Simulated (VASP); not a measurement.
These are r2SCAN meta-GGA, VASP's PBE PAW potentials (set 64) (plane waves; VASP) values and carry that method's errors.

VASP input:

INCAR:
```
ALGO  =  Normal
DIPOL  =  0.5 0.5 0.5
EDIFF  =  1E-6
ENCUT  =  450
IDIPOL  =  3
ISMEAR  =  0
LASPH  =  .True.
LCHARG  =  .False.
LDIPOL  =  .True.
LMIXTAU  =  .True.
LORBIT  =  11
LREAL  =  .False.
LVHAR  =  .True.
LWAVE  =  .False.
METAGGA  =  R2SCAN
NELM  =  100
NELMIN  =  4
PREC  =  Normal
SIGMA  =  0.05
SYSTEM  =  SiC(110) slab
```

**KPOINTS**
```
Automatic mesh
0
Gamma
5 7 1
0 0 0
```

**POSCAR**
```
SiC(110) slab
1
    4.3550413077     0.0000000000     0.0000000000
    0.0000000000     3.0794796745     0.0000000000
    0.0000000000     0.0000000000    24.2213783033
Si C
6 6
Direct
  0.9577828217   0.0000000000   0.6488371756
  0.5062230825   0.5000000000   0.5977361142
  0.0050480871   0.0000000000   0.5311229621
  0.5050480871   0.5000000000   0.4688770379
  0.0062230825   0.0000000000   0.4022638858
  0.4577828217   0.5000000000   0.3511628244
  0.2623168589   0.0000000000   0.5960594740
  0.7639283144   0.5000000000   0.6583647653
  0.2547008354   0.0000000000   0.4680295947
  0.7547008354   0.5000000000   0.5319704053
  0.2639283144   0.0000000000   0.3416352347
  0.7623168589   0.5000000000   0.4039405260
```

POTCAR, in this order: Si C (PBE.64 set). Program: vasp_std. Read from the step before: WAVECAR.

What VASP printed:

### OUTCAR
```
 ion  position               nearest neighbor table
   1  0.958  0.000  0.649-   8 1.77   8 1.77   7 1.84   2 2.79   2 2.79   3 2.86   2 3.10   2 3.10
  LATTYP: Found a simple orthorhombic cell.
 ALAT       =     3.0794796745
 B/A-ratio  =     1.4142133633
 C/A-ratio  =     7.8654126227
 Subroutine PRICEL returns:
 Original cell was already a primitive cell.
 Subroutine GETGRP returns: Found  4 space group operations
The static configuration has the point symmetry C_1h.
 The point group associated with its full space group is C_2v.
The dynamic configuration has the point symmetry C_1h.
 Subroutine INISYM returns: Found  4 space group operations
 Subroutine IBZKPT returns following result:
 Found     12 irreducible k-points:

 Following reciprocal coordinates:
            Coordinates               Weight
  0.000000  0.000000  0.000000      1.000000
  0.200000  0.000000  0.000000      2.000000
  0.400000  0.000000  0.000000      2.000000
  0.000000  0.142857  0.000000      2.000000
  0.200000  0.142857  0.000000      4.000000
  0.400000  0.142857  0.000000      4.000000
  0.000000  0.285714  0.000000      2.000000
  0.200000  0.285714  0.000000      4.000000
  0.400000  0.285714  0.000000      4.000000
  0.000000  0.428571  0.000000      2.000000
  0.200000  0.428571  0.000000      4.000000
  0.400000  0.428571  0.000000      4.000000
   k-points           NKPTS =     12   k-points in BZ     NKDIM =     12   number of bands    NBANDS=     31
   number of dos      NEDOS =    301   number of ions     NIONS =     12
   total plane-waves  NPLWV =  48384
   dimension x,y,z NGX =    24 NGY =   16 NGZ =  126
   dimension x,y,z NGXF=    48 NGYF=   32 NGZF=  252
   ions per type =               6   6
   PREC   = normal    normal or accurate (medium, high low for compatibility)
   ISTART =      1    job   : 0-new  1-cont  2-samecut
   ICHARG =      0    charge: 1-file 2-atom 10-const
   ISPIN  =      1    spin polarized calculation?
   LNONCOLLINEAR =      F non collinear calculations
   LSORBIT =      F    spin-orbit coupling
   INIWAV =      1    electr: 0-lowe 1-rand  2-diag
   ENCUT  =  450.0 eV  33.07 Ry    5.75 a.u.   7.53  5.33 41.89*2*pi/ulx,y,z
   NELM   =    100;   NELMIN=  4; NELMDL=  0     # of ELM steps
   EDIFF  = 0.1E-05   stopping-criterion for ELM
   LREAL  =      F    real-space projection
   NLSPLINE    = F    spline interpolate recip. space projectors
   LMAXMIX     =    2 max onsite mixed and CHGCAR
   VOSKOWN=      0    Vosko Wilk Nusair interpolation
   EDIFFG = 0.1E-04   stopping-criterion for IOM
   NSW    =      0    number of steps for IOM
   NBLOCK =      1;   KBLOCK =      1    inner block; outer block
   IBRION =     -1    ionic relax: 0-MD 1-quasi-New 2-CG
   NFREE  =      0    steps in history (QN), initial steepest desc. (CG)
   ISIF   =      2    stress and relaxation
   ISYM   =      2    0-nonsym 1-usesym 2-fastsym
   TEIN   =    0.0    initial temperature
   TEBEG  =    0.0;   TEEND  =   0.0 temperature during run
   SMASS  =  -3.00    Nose mass-parameter (am)
   PSTRESS=    0.0 pullay stress
   NELECT =      48.0000    total number of electrons
   EFERMI =   0.00;   METHOD = LEGACY
   ISMEAR =     0;   SIGMA  =   0.05  broadening in eV -4-tet -1-fermi 0-gaus
   IALGO  =     38    algorithm
   LDIAG  =      T    sub-space diagonalisation (order eigenvalues)
   IMIX   =      4    mixing-type and parameters
     AMIX     =   0.40;   BMIX     =  1.00
     AMIX_MAG =   1.60;   BMIX_MAG =  1.00
     AMIN     =   0.10
   METAGGA = R2SCAN    functional components
   VOSKOWN =     0    Vosko Wilk Nusair interpolation
   LHFCALC =     F    Hartree Fock is set to
   LHFONE  =     F    Hartree Fock one center treatment
   AEXX    =    0.0000 exact exchange contribution
...
```

OSZICAR:
```
       N       E                     dE             d eps       ncg     rms          rms(c)
DAV:   1    -0.110639183089E+03   -0.11064E+03   -0.10961E-06   566   0.912E-03    0.153E-04
DAV:   2    -0.110639188014E+03   -0.49248E-05   -0.13165E-07   526   0.361E-03    0.977E-05
DAV:   3    -0.110639175565E+03    0.12449E-04   -0.16869E-07   456   0.366E-03    0.422E-05
DAV:   4    -0.110639187268E+03   -0.11703E-04   -0.13797E-07   456   0.335E-03    0.334E-05
DAV:   5    -0.110639179437E+03    0.78315E-05   -0.10746E-07   456   0.290E-03    0.233E-05
DAV:   6    -0.110639182894E+03   -0.34575E-05   -0.88958E-08   456   0.283E-03    0.204E-05
DAV:   7    -0.110639183900E+03   -0.10061E-05   -0.45609E-08   442   0.196E-03    0.190E-05
DAV:   8    -0.110639183427E+03    0.47343E-06   -0.23613E-08   435   0.166E-03
   1 F= -.11063918E+03 E0= -.11063918E+03  d E =-.643775E-12
```

OUTCAR:
```
------------------------ aborting loop because EDIFF is reached ----------------------------------------
  FORCE on cell =-STRESS in cart. coord.  units (eV):
  Direction    XX          YY          ZZ          XY          YZ          ZX
  --------------------------------------------------------------------------------------
  Total        1.7180875      1.2168320     -0.1495141      0.0000000      0.0000000      0.0000000
  in kB        8.4739789      6.0016785     -0.7374358      0.0000000      0.0000000      0.0000000
  external PRESSURE =       4.5794072 kB  Pullay stress =       0.0000000 kB
  volume of cell :      324.84
      direct lattice vectors                 reciprocal lattice vectors
     4.355041308  0.000000000  0.000000000     0.229618947  0.000000000  0.000000000
     0.000000000  3.079479674  0.000000000     0.000000000  0.324730184  0.000000000
     0.000000000  0.000000000 24.221378303     0.000000000  0.000000000  0.041285842
 POSITION                                       TOTAL-FORCE (eV/Angst)
 -----------------------------------------------------------------------------------
      4.17118      0.00000     15.71573         0.002045      0.000000     -0.010906
      2.20462      1.53974     14.47799         0.011341      0.000000      0.000244
      0.02198      0.00000     12.86453        -0.011555      0.000000     -0.012452
      2.19951      1.53974     11.35685        -0.011555      0.000000      0.012452
      0.02710      0.00000      9.74339         0.011341      0.000000     -0.000244
      1.99366      1.53974      8.50565         0.002045      0.000000      0.010906
      1.14240      0.00000     14.43738        -0.003605      0.000000      0.002497
      3.32694      1.53974     15.94650         0.000595      0.000000      0.004924
      1.10923      0.00000     11.33632         0.001179      0.000000      0.000095
      3.28675      1.53974     12.88506         0.001179      0.000000     -0.000095
      1.14942      0.00000      8.27488         0.000595      0.000000     -0.004924
      3.31992      1.53974      9.78400        -0.003605      0.000000     -0.002497
 -----------------------------------------------------------------------------------
    total drift:                               -0.001164     -0.000000      0.000000
  FREE ENERGIE OF THE ION-ELECTRON SYSTEM (eV)
  ---------------------------------------------------
  free  energy   TOTEN  =      -110.6391834267 eV

  energy  without entropy=     -110.6391834267  energy(sigma->0) =     -110.63918343

 total charge

# of ion       s       p       d       tot
------------------------------------------
    1        0.748   0.958   0.000   1.706
    2        0.697   0.970   0.000   1.667
    3        0.704   0.973   0.000   1.677
    4        0.704   0.973   0.000   1.677
    5        0.697   0.970   0.000   1.667
    6        0.748   0.958   0.000   1.706
    7        0.862   1.709   0.000   2.571
    8        0.872   1.667   0.000   2.539
    9        0.854   1.701   0.000   2.556
   10        0.854   1.701   0.000   2.556
   11        0.872   1.667   0.000   2.539
   12        0.862   1.709   0.000   2.571
--------------------------------------------------
tot          9.473  15.958   0.000  25.432
```
(Selected blocks of OUTCAR.)

### OUTCAR
```
 val. band max:       -0.3566836588   @ k =   0.4000   0.4286   0.0000

 cond. band min:       0.7020174647   @ k =   0.0000   0.4286   0.0000


 Fermi energy:        -0.1203188238

 k-point     1 :       0.0000    0.0000    0.0000
  band No.  band energies     occupation
      1     -16.7927      2.00000
      2     -16.0427      2.00000
      3     -14.5442      2.00000
      4     -12.7883      2.00000
      5     -11.9300      2.00000
      6     -11.8369      2.00000
      7      -8.6924      2.00000
      8      -8.1378      2.00000
      9      -7.1322      2.00000
     10      -6.2981      2.00000
     11      -5.5914      2.00000
     12      -4.9263      2.00000
     13      -4.3587      2.00000
     14      -4.0842      2.00000
     15      -4.0320      2.00000
     16      -3.6893      2.00000
     17      -2.7790      2.00000
     18      -2.5378      2.00000
     19      -2.4613      2.00000
     20      -1.8689      2.00000
     21      -1.3167      2.00000
     22      -0.9429      2.00000
     23      -0.9258      2.00000
     24      -0.5466      2.00000
     25       1.5577      0.00000
     26       2.5956      0.00000
     27       2.8963      0.00000
     28       3.3091      0.00000
     29       4.4130      0.00000
     30       4.9584      0.00000
     31       5.2939      0.00000

 k-point     2 :       0.2000    0.0000    0.0000
  band No.  band energies     occupation
      1     -16.5252      2.00000
      2     -15.7891      2.00000
      3     -14.3433      2.00000
      4     -12.9109      2.00000
      5     -12.8177      2.00000
      6     -12.5954      2.00000
      7      -8.2175      2.00000
      8      -8.1516      2.00000
      9      -7.5481      2.00000
     10      -6.2831      2.00000
     11      -4.9783      2.00000
     12      -4.8598      2.00000
     13      -4.0486      2.00000
     14      -3.8753      2.00000
     15      -3.5141      2.00000
     16      -3.4635      2.00000
     17      -2.7298      2.00000
...
```

At this cut-off the stress carries a Pulay error, which pulls relaxed volumes low.

The cell is a thin slab with vacuum, built from SiC (zinc blende): (110) face.
